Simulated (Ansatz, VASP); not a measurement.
# In2S: VASP beside Ansatz

One calculation is typed for both programs; each brings its own data sets. How far apart do they land? The cell is generated by rule, not measured, and may not be a known phase. The cell is taken from a series of runs on this material, whose earlier steps may have relaxed, scaled, displaced or heated it; both programs get it as it stands.

Method: plane waves, with VASP 6.6.1 beside it; single point at PBEsol, in Ansatz 0.2.0.

The structure was built from a prototype and need not be the compound's stable phase.

## (1) The structure

The structure is orthorhombic, space group Cmcm (No. 63). Conventional cell: a = 6.978 Å, b = 6.978 Å, c = 6.978 Å, α = 90.00°, β = 90.00°, γ = 90.00°. S has 4 In at 2.77 Å nearest. In has 2 S at 2.77 Å nearest. Farther neighbours and most contacts between anions are not listed.

## (2) VASP: single point, PBEsol, pair 1

A single point gives forces, pressure and levels at one fixed geometry, so differences don't come from the geometry; what else differs is listed under the comparison.

Lines of VASP's logs that name or quote its potential files are left out, and so is its time.

INCAR reads:

```
SYSTEM = In2S
PREC = Accurate
ENCUT = 500
EDIFF = 1E-06
NELM = 120
ISMEAR = 1
SIGMA = 0.15
LREAL = .FALSE.
ALGO = Normal
GGA = PS
NBANDS = 39
LORBIT = 11
LWAVE = .FALSE.
LCHARG = .FALSE.
ISIF = 2
LASPH = .TRUE.
GGA_COMPAT = .FALSE.
KPAR = 2
```

POSCAR reads:

```
In2S
1.0
    0.0000000000     -3.4890740757     -3.4890740757
    0.0000000000      3.4890740757     -3.4890740757
    6.9781481514      0.0000000000      0.0000000000
S In
2 4
Direct
    0.5859826973      0.5859826973      0.5000000000
    0.9140173027      0.9140173027      0.0000000000
    0.0110413131      0.4889586869      0.7500000000
    0.4889586869      0.0110413131      0.2500000000
    0.0110413131      0.4889586869      0.2500000000
    0.4889586869      0.0110413131      0.7500000000
```

KPOINTS reads:

```
Automatic mesh
0
Gamma
6 6 6
0 0 0
```

Potentials, in the order of the species: S and In_d (PBE family, release 64).

Launch:

```console
$ mpirun -np 2 vasp_std
```

Numbers of over 12 decimals in the logs are rounded to 6 here.

Log:

```text
[banner, memory and clock lines left out]
running    2 mpi-ranks, on    1 nodes
 distrk:  each k-point on    1 cores,    2 groups
 distr:  one band on    1 cores,    1 groups

 POSCAR found type information on POSCAR S In
 POSCAR found :  2 types and       6 ions
|                                                                             |
|               ----> ADVICE to this user running VASP <----                  |
|                                                                             |
|     You enforced a specific xc type in the INCAR file but a different       |
|     [... a line on the potential file left out ...]
|     I HOPE YOU KNOW WHAT YOU ARE DOING!                                     |
|                                                                             |

 LDA part: xc-table for (Slater+PW92), standard interpolation
 POSCAR, INCAR and KPOINTS ok, starting setup
 FFT: planning ... GRIDC
 FFT: planning ... GRID_SOFT
 FFT: planning ... GRID
 WAVECAR not read
 entering main loop
       N       E                     dE             d eps       ncg     rms          rms(c)
DAV:   1     0.626807973756E+03    0.62681E+03   -0.28874E+04  4056   0.193E+03
DAV:   2     0.618516281630E+02   -0.56496E+03   -0.55175E+03  4056   0.491E+02
DAV:   3    -0.170034678082E+02   -0.78855E+02   -0.75331E+02  5082   0.193E+02
DAV:   4    -0.218347941858E+02   -0.48313E+01   -0.47655E+01  4826   0.476E+01
DAV:   5    -0.220389238112E+02   -0.20413E+00   -0.20403E+00  5449   0.905E+00    0.110E+01
DAV:   6    -0.211445992197E+02    0.89432E+00   -0.16564E+00  5590   0.138E+01    0.678E+00
DAV:   7    -0.211704318479E+02   -0.25833E-01   -0.79370E-01  5361   0.395E+00    0.206E+00
DAV:   8    -0.211578452052E+02    0.12587E-01   -0.70403E-02  5990   0.212E+00    0.971E-01
DAV:   9    -0.211563988654E+02    0.14463E-02   -0.15698E-02  5741   0.884E-01    0.336E-01
DAV:  10    -0.211564986389E+02   -0.99774E-04   -0.17832E-03  6039   0.369E-01    0.212E-01
DAV:  11    -0.211566227992E+02   -0.12416E-03   -0.78192E-04  5901   0.208E-01    0.561E-02
DAV:  12    -0.211565843883E+02    0.38411E-04   -0.15333E-04  5974   0.122E-01    0.206E-02
DAV:  13    -0.211565886346E+02   -0.42463E-05   -0.20219E-05  4420   0.188E-02    0.820E-03
DAV:  14    -0.211565894173E+02   -0.78265E-06   -0.88832E-07  3144   0.651E-03
   1 F= -.21156589E+02 E0= -.21156493E+02  d E =-.287992E-03
```

From OUTCAR (step 2):

```text
ion  position               nearest neighbor table
   1  0.586  0.586  0.500-   3 2.77   4 2.77   5 2.77   6 2.77   4 3.36   6 3.36   3 3.36   5 3.36

  LATTYP: Found a simple tetragonal cell.
 ALAT       =     4.9342958780
 C/A-ratio  =     1.4142135624

 Subroutine GETGRP returns: Found  8 space group operations
 (whereof  4 operations were pure point group operations)

The static configuration has the point symmetry C_2v.
 The point group associated with its full space group is D_2h.

 Found     52 irreducible k-points:

   k-points           NKPTS =     52   k-points in BZ     NKDIM =     52   number of bands    NBANDS=     39

   dimension x,y,z NGX =    36 NGY =   36 NGZ =   54
   dimension x,y,z NGXF=    72 NGYF=   72 NGZF=  108

   ENCUT  =  500.0 eV  36.75 Ry    6.06 a.u.   9.00  9.00 12.72*2*pi/ulx,y,z

   NELECT =      64.0000    total number of electrons

 k-points in reciprocal lattice and weights: Automatic mesh
   0.00000000  0.00000000  0.00000000       0.005
   0.16666667  0.00000000  0.00000000       0.019
   0.33333333  0.00000000  0.00000000       0.019
   0.50000000  0.00000000  0.00000000       0.009
   0.16666667  0.16666667  0.00000000       0.009
  -0.16666667  0.16666667  0.00000000       0.009
   0.33333333  0.16666667  0.00000000       0.019
  -0.16666667  0.33333333  0.00000000       0.019
   0.50000000  0.16666667  0.00000000       0.019
[...]
0.50000000  0.33333333  0.50000000       0.019
   0.50000000  0.50000000  0.50000000       0.005

 average (electrostatic) potential at core
       1 -86.6322       2 -86.6322       3 -95.7490       4 -95.7490       5 -95.7490
       6 -95.7490

 E-fermi :   5.2755

 k-point     1 :       0.0000    0.0000    0.0000
  band No.  band energies     occupation
    ...
     30       4.0202      2.00000
     31       4.2506      2.00000
     32       4.2674      2.00000
     33       4.3418      2.00000
     34       5.3195      0.52609
     35       5.9588     -0.00000
     36       8.1150     -0.00000
     37       8.2766      0.00000
     38       9.0780      0.00000
     39       9.7214      0.00000

 k-point     2 :       0.1667    0.0000    0.0000
  band No.  band energies     occupation
    ...
     29       2.5685      2.00000
     30       3.3530      2.00000
     31       4.0709      2.00000
     32       4.8952      2.00198
     33       4.9213      2.00421
     34       5.6530     -0.00215
     35       6.6315     -0.00000
     36       7.6697     -0.00000
     37       8.0734     -0.00000
     38       8.6012      0.00000
    ...

 k-point     3 :       0.3333    0.0000    0.0000
  band No.  band energies     occupation
    ...
     28       1.8677      2.00000
     29       2.6918      2.00000
     30       3.1872      2.00000
     31       3.8902      2.00000
     32       5.2774      0.97825
     33       6.0665     -0.00000
     34       6.2572     -0.00000
     35       7.2478     -0.00000
     36       7.3686     -0.00000
     37       7.7257     -0.00000
    ...

  Total       -0.5914452      0.3608176     -0.6830932      0.0000000      0.0000000      0.0000000
  in kB       -5.5774354      3.4025748     -6.4416922      0.0000000      0.0000000      0.0000000
  external PRESSURE =      -2.8721843 kB  Pullay stress =       0.0000000 kB

  energy-cutoff  :      500.00
  volume of cell :      169.90
      direct lattice vectors                 reciprocal lattice vectors
     0.000000000 -3.489074076 -3.489074076     0.000000000 -0.143304495 -0.143304495
     0.000000000  3.489074076 -3.489074076     0.000000000  0.143304495 -0.143304495
     6.978148151  0.000000000  0.000000000     0.143304495  0.000000000  0.000000000

 POSITION                                       TOTAL-FORCE (eV/Angst)
 -----------------------------------------------------------------------------------
      3.48907      0.00000     -4.08907        -0.000000      0.000000     -0.262494
      0.00000      0.00000     -6.37815        -0.000000      0.000000      0.262494
      5.23361      1.66749     -1.74454         0.000000     -0.395002      0.000000
      1.74454     -1.66749     -1.74454        -0.000000      0.395002      0.000000
      1.74454      1.66749     -1.74454        -0.000000     -0.395002      0.000000
      5.23361     -1.66749     -1.74454        -0.000000      0.395002      0.000000
 -----------------------------------------------------------------------------------
    total drift:                               -0.000000      0.000000     -0.000000

  FREE ENERGIE OF THE ION-ELECTRON SYSTEM (eV)
  ---------------------------------------------------
  free  energy   TOTEN  =       -21.1565894173 eV

  energy  without entropy=      -21.1563014257  energy(sigma->0) =      -21.15649342

 total charge
# of ion       s       p       d       tot
------------------------------------------
    1        1.378   2.250   0.000   3.628
    2        1.378   2.250   0.000   3.628
    3        1.064   0.365   9.858  11.286
    4        1.064   0.365   9.858  11.286
    5        1.064   0.365   9.858  11.286
    6        1.064   0.365   9.858  11.286
--------------------------------------------------
tot          7.013   5.958  39.431  52.401

[... 3 further parts left out ...]
```

The k-mesh is coarse for a metal.

The run ends at a pressure of -0.29 GPa, with forces up to 0.40 eV/Å.

## (3) Ansatz: single point, PBEsol, pair 1

Ansatz runs on its default PAW (the set named soft_2) files.

The same cell, functional, mesh and smearing now go to Ansatz, which takes its cutoff from its data sets.

input.yaml reads:

```yaml
crystal:
  lattice:
    - [0.0, -3.4890740757, -3.4890740757]
    - [0.0, 3.4890740757, -3.4890740757]
    - [6.9781481514, 0.0, 0.0]
  atoms:
    - { symbol: S, position: [0.5859826973, 0.5859826973, 0.5] }
    - { symbol: S, position: [-0.0859826973, -0.0859826973, 0.0] }
    - { symbol: In, position: [0.0110413131, 0.4889586869, 0.75] }
    - { symbol: In, position: [0.4889586869, 0.0110413131, 0.25] }
    - { symbol: In, position: [1.0110413131, 0.4889586869, 0.25] }
    - { symbol: In, position: [0.4889586869, 0.0110413131, 0.75] }
kpoints:
  mp_grid: { grid: [6, 6, 6] }
hamiltonian:
  xc: pbesol
scf:
  occupations: { method: methfessel_paxton, width: 0.15 }
output:
  forces: true
  stress: true
  eigenvalues: true
```

Launch:

```console
$ ansatz run input.yaml --threads 4 --pin off --max-ram 7168MiB --backend cpu --events-out ev --progress --plain --runs-dir out
```

Log:

```text
Engine: ansatz 0.2.0, x86_64-unknown-linux-gnu
Pseudopotentials: kind: paw
Pseudopotential: S, paw, valence charge 6, recommended cutoff 420 eV (normal), S.paw.azcp
Pseudopotential: In, paw, valence charge 13, recommended cutoff 420 eV (normal), In.paw.azcp
Functional definition: PBEsol
  exchange = pbesol_x
  correlation = pbesol_c
Crystal: 6 atoms, lattice volume = 169.899 Å³
Basis set: ecut = 420 eV, 3299 PW (Γ), exchange–correlation on 72×72×96 points (8 copies of the dense FFT grid, shifted against one another)
Bands: 39, of which v1, the nominal top of the filled ones, is band 32 counted from 1 (31 counted from 0)
Symmetry: 8 space group operations
Space group: Cmcm (ITA 63), of the structure as read, at distance tolerance 5.5e-5 Å
k-points: 52 of 216
Non-local potential: S, projectors of the file, l = 0: 2, l = 1: 2, l = 2: 2
Non-local potential: In, projectors of the file, l = 0: 2, l = 1: 2, l = 2: 2, l = 3: 2
PAW form: soft (Blöchl's): semilocal exchange-correlation on the pseudo side does not see the compensation charge
PAW frozen core: S, regenerated for the run's functional, and the local potential with it (the file was generated under x = pbe(κ = 0.804, μ = 0.219515), c = pbe(β = 0.066725))
PAW frozen core: In, regenerated for the run's functional, and the local potential with it (the file was generated under x = pbe(κ = 0.804, μ = 0.219515), c = pbe(β = 0.066725))
PAW one-centre angular grid: S, 110 points (default); XC on 64 Gauss nodes
PAW one-centre angular grid: In, 590 points (default); XC on 64 Gauss nodes
Initial density: superposition of atomic densities (neutral atoms: chi_scale 0, normalization atom), corrected by the library's trained network
Initial wavefunctions: pseudopotential atomic-orbital guess
Functional: x = pbesol(κ = 0.804, μ = 0.123457), c = pbesol(β = 0.046)
SCF iter   1: F=—  HF=-23871.913208 eV  |F-HF|=—  |Δ(HF+E_count)|=         —  Δρ=4.20e-3  dr2=4.80e-2  ethr=1.77e-3  ⟨swp⟩=6.6  Hψ=8246  notcnv=0
preconditioner: auto → LDOS  [metal: Δε(μ)=0.095 eV  Ē_g=13.161 eV  σ=0.150 eV  W_gap=0.45  n_scr=36 (ndim 8)  ℏωp=22.8 eV  f_vac=0.031  D(μ)=1.56/eV (n_scr^D=6)  β→1.0]
SCF iter   2: F=—  HF=-23871.905439 eV  |F-HF|=—  |Δ(HF+E_count)|=   7.77e-3  S|Δr|=    0.00e0  Δρ=2.80e-3  dr2=1.85e-2  ethr=7.49e-5  ⟨swp⟩=2.0  Hψ=4113  notcnv=0
SCF iter   3: F=—  HF=-23871.898962 eV  |F-HF|=—  |Δ(HF+E_count)|=   6.48e-3  S|Δr|=    0.00e0  Δρ=5.86e-4  dr2=9.47e-4  ethr=2.89e-5  ⟨swp⟩=2.0  Hψ=3623  notcnv=0
SCF iter   4: F=—  HF=-23871.898702 eV  |F-HF|=—  |Δ(HF+E_count)|=   2.60e-4  S|Δr|=    0.00e0  Δρ=1.34e-4  dr2=3.24e-5  ethr=1.48e-6  ⟨swp⟩=2.0  Hψ=3625  notcnv=0
SCF iter   5: F=—  HF=-23871.898787 eV  |F-HF|=—  |Δ(HF+E_count)|=   8.46e-5  S|Δr|=    0.00e0  Δρ=4.01e-5  dr2=3.26e-6  ethr=5.06e-8  ⟨swp⟩=2.0  Hψ=3629  notcnv=0
SCF iter   6: F=—  HF=-23871.898787 eV  |F-HF|=—  |Δ(HF+E_count)|=   5.40e-8  S|Δr|=    0.00e0  Δρ=7.56e-6  dr2=1.26e-7  ethr=5.09e-9  ⟨swp⟩=2.0  Hψ=3629  notcnv=0
SCF iter   7: F=-23871.898787 eV  HF=-23871.898787 eV  |F-HF|=1.19e-9  |Δ(HF+E_count)|=   1.08e-7  S|Δr|=    0.00e0  Δρ=1.32e-6  dr2=3.14e-9  ethr=1.56e-10  ⟨swp⟩=8.7  Hψ=8586  notcnv=0
SCF 1 converged in 7 iterations: F = -23871.898787 eV  dr2 = 3.14e-9
  greatest PAW one-centre occupation: 0.983 electrons in one spin orbital (limit 2), on the In atom at site 5 (counted from 0), in its partial waves of l = 2
SCF converged after 7 iterations
Stability not checked: this state was not tested for a lower state beside it, because cold or Methfessel-Paxton smearing, or corrected tetrahedra, fill the levels in a way that the test cannot read (fill_not_monotonic; see scf.lower_state_search)
Free energy (F): -23871.898787 eV
Harris-Foulkes:  -23871.898787 eV  (|F-HF|=1.19e-9)
Internal energy: -23871.898515 eV  (E = F + TS)
E sigma→0 (E₀):  -23871.898719 eV
Entropy (-TS):   -0.000271 eV (-0.045 meV/atom)
Fermi energy:    7.250360 eV
--- Per-component energies (eV) ---
  E_band       = -236.880119
  E_kinetic    = 1172.646655
  E_local      = -5320.367325  (includes V_loc(G=0)·N_el)
  E_nonlocal   = 1528.127939
  E_hartree    = 2076.518632
  E_xc         = -1047.115265
  E_vxc        = -574.016963  (∫ρ·V_xc dr)
  E_paw        = -17489.057491  (= ΣΔE_a)
  E_vpaw       = -1196.308885  (= ΣTr[D̂ρ^β])
  E_aug_tail   = 0.000104  (compensation charges beyond the density's cutoff)
  E_ewald      = -4793.719274
  E_core_change = 1.067509  (= ΣΔE_core)
  E_smearing   = -0.000271  (= −TS)
  E_closure    = -0.000000  (closes the sum)
  Σ components = -23871.898787   (vs F -23871.898787, Δ=0.00e0)
--- Forces (eV/Å), atoms counted from 1 ---
  atom   1  S      0.00000000     0.00000000    -0.26644891
  atom   2  S      0.00000000     0.00000000     0.26644891
  atom   3  In    -0.00000000    -0.38901735     0.00000000
  atom   4  In     0.00000000     0.38901735     0.00000000
  atom   5  In     0.00000000    -0.38901735     0.00000000
  atom   6  In     0.00000000     0.38901735     0.00000000
  max |Σ_I F_I| component: 1.67e-16 eV/Å
--- Stress (GPa, compression-positive) ---
       -0.548396       0.000000       0.000000
        0.000000       0.338178       0.000000
        0.000000       0.000000      -0.613946
  P = ⅓ Tr σ = -0.2747 GPa (-2.747 kbar)
--- Band table (eV; the first three rows and the last of 52) ---
  k-point 0: bands = [... 28 lower, 4.5091, 5.9961, 6.2320, 6.2381, 6.3172, 7.2974, 7.9361, 10.0883, ... 3 higher]
  k-point 1: bands = [... 28 lower, 4.5929, 5.6531, 5.8450, 5.8554, 7.1138, 7.9148, 8.1112, 9.9662, ... 3 higher]
  k-point 2: bands = [... 28 lower, 4.9148, 5.3370, 5.4638, 5.5812, 8.0696, 8.5119, 8.8285, 9.6817, ... 3 higher]
  k-point 51: bands = [... 28 lower, 5.4597, 5.4597, 6.4645, 6.4645, 7.6057, 7.6057, 9.4097, 9.4097, ... 3 higher]
```

In the SCF lines HF is the Harris–Foulkes energy and dr2 the Hartree energy of the density residual, in eV; the loop may stop once dr2 is under the threshold and the program's other checks hold. Hψ counts applications of the Hamiltonian.

The run ends at a pressure of -0.27 GPa, with forces up to 0.39 eV/Å.

## (4) Differences

Known differences besides the potentials themselves: the cutoff is 420 eV in Ansatz and 500 eV in VASP; Ansatz makes its cores anew for this functional, VASP keeps those of its PBE data sets. Total energies have different zeros and are not compared.

Both answers:

| quantity | Ansatz | VASP | difference |
| --- | --- | --- | --- |
| pressure (GPa) | -0.27 | -0.29 | +0.01 |

Forces (eV/Å; atoms numbered as in POSCAR):

| atom | Ansatz x, y, z | VASP x, y, z |
| --- | --- | --- |
| S1 | 0.000, 0.000, -0.266 | 0.000, 0.000, -0.262 |
| S2 | 0.000, 0.000, 0.266 | 0.000, 0.000, 0.262 |
| In3 | 0.000, -0.389, 0.000 | 0.000, -0.395, 0.000 |
| In4 | 0.000, 0.389, 0.000 | 0.000, 0.395, 0.000 |
| In5 | 0.000, -0.389, 0.000 | 0.000, -0.395, 0.000 |
| In6 | 0.000, 0.389, 0.000 | 0.000, 0.395, 0.000 |

The forces differ by 3.1 meV/Å r.m.s., which is 1.5 % of the r.m.s. force of 0.206 eV/Å (both taken over all components).

## (5) VASP: single point, PBEsol, pair 2

With cell and atoms fixed, the geometry can't cause a difference; cores, projectors, grids and the points listed under the comparison can.

INCAR is that of step 2.

POSCAR reads:

```
In2S
1.0
    0.0000000000     -3.4890740757     -3.4890740757
    0.0000000000      3.4890740757     -3.4890740757
    6.9781481514      0.0000000000      0.0000000000
S In
2 4
Direct
    0.4837869471      0.5000000000      0.5000000000
    0.0162130529      0.0000000000      0.0000000000
    0.9979180300      0.5000000000      0.7500000000
    0.5020819700      0.0000000000      0.2500000000
    0.9979180300      0.5000000000      0.2500000000
    0.5020819700      0.0000000000      0.7500000000
```

KPOINTS is that of step 2.

Launch:

```console
$ mpirun -np 2 vasp_std
```

Log:

```text
[banner, memory and clock lines left out]
running    2 mpi-ranks, on    1 nodes
[...]
[... a notice as in an earlier step ...]

 LDA part: xc-table for (Slater+PW92), standard interpolation
 POSCAR, INCAR and KPOINTS ok, starting setup
[...]
entering main loop
       N       E                     dE             d eps       ncg     rms          rms(c)
DAV:   1     0.623577472413E+03    0.62358E+03   -0.28973E+04  4992   0.192E+03
DAV:   2     0.608849324647E+02   -0.56269E+03   -0.54925E+03  4992   0.489E+02
DAV:   3    -0.165864399602E+02   -0.77471E+02   -0.73814E+02  6299   0.190E+02
DAV:   4    -0.214324944818E+02   -0.48461E+01   -0.47440E+01  6037   0.471E+01
[...]
DAV:  12    -0.207406136599E+02   -0.23066E-04   -0.11978E-04  7253   0.504E-02    0.215E-02
DAV:  13    -0.207406115708E+02    0.20892E-05   -0.19747E-05  6821   0.376E-02    0.741E-03
DAV:  14    -0.207406124426E+02   -0.87177E-06   -0.27870E-06  4618   0.101E-02
   1 F= -.20740612E+02 E0= -.20740448E+02  d E =-.494815E-03
```

From OUTCAR (step 5):

```text
  Total       -0.1284875      0.0798424      0.0798424      0.0000000      0.0355267      0.0000000
  in kB       -1.2116606      0.7529285      0.7529285      0.0000000      0.3350232      0.0000000
  external PRESSURE =       0.0980654 kB  Pullay stress =       0.0000000 kB

 POSITION                                       TOTAL-FORCE (eV/Angst)
 -----------------------------------------------------------------------------------
      3.48907      0.05657     -3.43251         0.000000      0.100524      0.100524
      0.00000     -0.05657     -0.05657         0.000000     -0.100524     -0.100524
      5.23361     -1.73727     -5.22635         0.007473      0.053705      0.053705
      1.74454     -1.75180     -1.75180         0.007473     -0.053705     -0.053705
      1.74454     -1.73727     -5.22635        -0.007473      0.053705      0.053705
      5.23361     -1.75180     -1.75180        -0.007473     -0.053705     -0.053705
 -----------------------------------------------------------------------------------
    total drift:                                0.000000      0.000000     -0.000000

  FREE ENERGIE OF THE ION-ELECTRON SYSTEM (eV)
  ---------------------------------------------------
  free  energy   TOTEN  =       -20.7406124426 eV

  energy  without entropy=      -20.7401176280  energy(sigma->0) =      -20.74044750

[... 1 part as in an earlier step ...]

[... 2 further parts left out ...]
[key lines of the parts left out:]
E-fermi :   5.3849
```

The run ends at a pressure of 0.01 GPa, with forces up to 0.14 eV/Å.

[end of part 1 of 2]

[Lines on the potential files, build, host, timing and source positions are cut from VASP's logs without a mark.]

[Logs are printed without paths, hosts, clocks, repeated set-up lines and the standing remarks that a program may print on its own settings, such as how far it seeks lower states.]

[Hosts, paths, dates, database ids (printed as entryN), source tags and the programs' standing remarks are cut or masked in the printed files.]
